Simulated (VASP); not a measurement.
Data:

```
CELL_PARAMETERS angstrom
      1.58396    -2.74351     0.00000
      1.58396     2.74351     0.00000
      0.00000     0.00000     5.01135
ATOMIC_POSITIONS crystal
  Hf 0.33333 0.66667 0.25000
  Hf 0.66667 0.33333 0.75000
```

Level of theory: PBE GGA with D3 dispersion (Becke-Johnson damping), VASP's PBE PAW potentials (set 64) (plane waves; VASP). Run with 520 eV cut-off, Gaussian smearing of 0.050 eV, potentials Hf_pv.

Unless said otherwise, spin-orbit coupling is left out, though it shifts the bands of the heavy elements here.

Problem. Estimate the band gap (along the path) with the smallest direct gap where there is one.

Solution. 
| Item | Result |
|---|---|
| band gap (along the path) | none (metal, semimetal or under 0.01 eV) |

Total energies compare only between runs with the same potentials, cut-off and functional.

The compound is Hf in the hcp structure. It was relaxed first.
